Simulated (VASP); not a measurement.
Data:

```yaml
crystal:
  lattice:
    - [4.14288, 0.00000, 0.00000]
    - [0.00000, 4.14288, 0.00000]
    - [0.00000, 0.00000, 4.14288]
  atoms:
    - { symbol: Cs, position: [0.00000, 0.00000, 0.02414] }
    - { symbol: Cl, position: [0.50000, 0.50000, 0.50000] }
```

Computed with r2SCAN meta-GGA, VASP's PBE PAW potentials (set 64) (plane waves; VASP). Numerical set-up: 480 eV cut-off, 6×6×6 Γ-centred mesh, Gaussian smearing of 0.050 eV, potentials Cs_sv Cl.

Problem. Give the force on each atom (eV/Å).

Solution. 
```tsv
atom	Fx	Fy	Fz
Cs1	0.000	0.000	-0.095
Cl2	0.000	0.000	0.095
```

Problem. Give the stress tensor in GPa (positive for a compressed cell).

Solution. 
```
0.03  0.00  0.00
0.00  0.03  0.00
0.00  0.00  0.00
```
The pressure is its mean diagonal, 0.02 GPa.

The compound is CsCl in the CsCl type structure. This cell was strained or had an atom moved on purpose.
